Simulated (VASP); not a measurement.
Given:

```
KCl
1.0
    0.00000     3.20790     3.20790
    3.20790     0.00000     3.20790
    3.20790     3.20790     0.00000
K Cl
1 1
Direct
  0.00000   0.00000   0.00000
  0.50000   0.50000   0.50000
```
Cell charge -0.1.

Level of theory: PBE GGA, VASP's PBE PAW potentials (set 64) (plane waves; VASP 6.6.1). Numerical set-up: NELECT = 16.1, 400 eV cut-off, 7×7×7 Γ-centred mesh, Gaussian smearing of 0.050 eV, potentials K_sv Cl.

The cell is charged, with a uniform compensating background.

Question: Estimate the energy per atom (σ→0), pressure, band gap (on the k-mesh) with the smallest direct gap where there is one.

Answer: 
```yaml
band gap (on the k-mesh): none (metal, semimetal or under 0.01 eV)
energy per atom (σ→0): -3.236 eV/atom
pressure: 1.54 GPa
```

The compound is KCl in the rock salt structure. The cell was not relaxed at this level. The run is one of a series of settings (NELECT = 16.1 against the base run), some of them coarse on purpose.
